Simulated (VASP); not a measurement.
An input for Quantum ESPRESSO's pw.x (written as the equivalent of a VASP run, and not itself run):

```
&CONTROL
  calculation = 'vc-relax'
  pseudo_dir = './pseudo'
  outdir = './out'
  tprnfor = .true.
  tstress = .true.
  nstep = 60
  forc_conv_thr = 0.00039
/
&SYSTEM
  ibrav = 0
  nat = 1
  ntyp = 1
  ecutwfc = 88
  occupations = 'smearing'
  smearing = 'methfessel-paxton'
  degauss = 0.00735
  input_dft = 'pz'
/
&ELECTRONS
  conv_thr = 7.3e-08
  electron_maxstep = 100
/
&IONS
/
&CELL
/
ATOMIC_SPECIES
  Na 22.990 Na.upf
CELL_PARAMETERS angstrom
    -2.0250011    2.0250011    2.0250011
     2.0250011   -2.0250011    2.0250011
     2.0250011    2.0250011   -2.0250011
ATOMIC_POSITIONS crystal
  Na   0.0000000  0.0000000  0.0000000
K_POINTS automatic
  11 11 11 0 0 0
```

Question: Write the VASP files for the same calculation (LDA).

Answer: One answer among several that fit: 
### KPOINTS
```
Automatic
0
gamma
  11 11 11
```

POSCAR:
```
Na
1
   -2.0250011435     2.0250011435     2.0250011435
    2.0250011435    -2.0250011435     2.0250011435
    2.0250011435     2.0250011435    -2.0250011435
Na
1
Direct
  0.0000000000   0.0000000000   0.0000000000
```

### INCAR
```
LASPH = .True.
ISMEAR = 1   ! Methfessel-Paxton
ALGO = Normal
PREC = Accurate
SIGMA = 0.1   ! width (eV)
EDIFFG = -0.01   ! ionic stop
NSW = 60   ! most ionic steps
LWAVE = .False.
IBRION = 2
NELM = 100   ! most electronic steps
EDIFF = 1E-6
ENCUT = 520
SYSTEM = Na
LCHARG = .False.
LREAL = .False.
ISIF = 3   ! ions, shape and volume
```

POTCAR, in this order: Na_pv (LDA.64 set). Program: vasp_std.

The two are equivalent in intent, not identical: the potentials are each code's own (VASP's PAW set, PseudoDojo norm-conserving files in pw.x), so ENCUT and ecutwfc are chosen apart and not converted; conv_thr bounds pw.x's estimated SCF error, while EDIFF bounds the energy change between steps; forc_conv_thr acts on force components and is met together with etot_conv_thr.

The compound is Na in the bcc structure. It was relaxed first, which changed the volume by -14 %. The start is the result of an earlier pass.
